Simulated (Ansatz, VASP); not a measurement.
**Two plane-wave programs on TaGe4**

```
Ta Ge
1.0
     3.06123    0.00000    0.00000
    -1.53062    2.65111    0.00000
     0.00000    0.00000   11.94421
Ta Ge
1 4
Direct
  0.00000 0.00000 0.50000
  0.00000 0.00000 0.72108
  0.00000 0.00000 0.27892
  0.33333 0.66667 0.89474
  0.66667 0.33333 0.10526
```

Alike in both runs: functional PBE; k mesh 6 × 6 × 2; occupations gaussian, width 0.1 eV; no spin polarisation.

Ansatz relaxed the structure, and its values are those at the end. VASP's run is a single point on that final structure, the one shown.

|  | VASP | Ansatz |
| --- | --- | --- |
| version | VASP 6.6.1 | Ansatz 0.2.0 |
| potentials or method | VASP PAW PBE potentials, release 64 (Ta_pv, Ge_d) | scalar-relativistic, plane waves, PAW |
| plane-wave cutoff (eV) | 520 | 420 |
| valence electrons in the cell | 67 | 69 |

```tsv
	VASP	Ansatz	Ansatz less VASP
gap on the k mesh at the Fermi level (eV)	none	none	-
pressure (GPa)	0.2	0.2	-0.02
rms of the force components (eV/Å)	0.005	0.006	+0.0012
```

A gap of «none» marks a metal or a gap that the smearing closes. The two sets of potentials don't hold the same shells in valence.

Caveats: the k mesh is coarse (spacing up to 0.40 Å⁻¹), so the values aren't converged. The runs have no spin-orbit coupling, so splittings on Ta are missing.
